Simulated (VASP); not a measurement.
Here is a VASP 6.6.1 calculation.

INCAR

```
SYSTEM = Al
ALGO     = Normal         ! electronic algorithm
EDIFF    = 1E-7           ! SCF threshold, eV
EDIFFG   = -0.002         ! ionic threshold
ENCUT    = 520            ! plane-wave cutoff, eV
GGA      = PE             ! functional
IBRION   = 2              ! ionic algorithm
ISIF     = 3              ! what is computed and relaxed
ISMEAR   = 0              ! smearing method
LASPH    = .TRUE.         ! aspherical terms in the spheres
LCHARG   = .FALSE.        ! write CHGCAR
LREAL    = .FALSE.        ! projectors in reciprocal space
LWAVE    = .FALSE.        ! write WAVECAR
NELM     = 100            ! most SCF steps
NSW      = 80             ! ionic steps
PREC     = Accurate       ! precision mode
SIGMA    = 0.1            ! smearing width, eV
```

Contents of KPOINTS:

```
k-points
0
G
  6 6 6
  0 0 0
```

File POSCAR:

```
Al                                      
1.0
    0.0000000000      2.0244562561      2.0244562561
    2.0244562561      0.0000000000      2.0244562561
    2.0244562561      2.0244562561     -0.0000000000
  Al            
     1
Direct
     1.0000000000000000    1.0000000000000000    0.0000000000000000
```

Potentials or basis: VASP PAW PBE potentials, release 64 (Al).

The run is started by

```sh
$ cat potpaw_PBE.64/Al/POTCAR > POTCAR
$ mpirun -np 1 vasp_std > vasp.out
```

(1) Predict the band gap on the k mesh.

Results:

(1) none (metal or under the smearing width).

Caveat: the k mesh is coarse (spacing up to 0.45 Å⁻¹), so the values aren't converged; the relaxation stopped at its first step, so nothing moved.
